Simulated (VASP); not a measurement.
```
AlNi
1.0
    2.85815     0.00000     0.00000
    0.00000     2.85815     0.00000
    0.00000     0.00000     2.85815
Al Ni
1 1
Direct
  0.50000   0.50000   0.50000
  0.00000   0.00000   0.00000
```

Method: r2SCAN+rVV10, VASP's PBE PAW potentials (set 64) (plane waves; VASP). Run with 520 eV cut-off, 14×14×14 Γ-centred mesh, tetrahedra with Blöchl corrections, potentials Al Ni.

**Question.** Estimate the energy per atom (σ→0), band gap (over mesh and band path) with the smallest direct gap where there is one.

**Answer.** 
```yaml
band gap (over mesh and band path): none (metal, semimetal or under 0.01 eV)
energy per atom (σ→0): -9.876 eV/atom
```

Only differences to runs with the same potentials and settings are physical.

The compound is NiAl in the CsCl type structure. It was relaxed first. The run is not spin-polarised, so no magnetic state was tried. The electron count is odd and the run is not spin-polarised, which forces a metal.
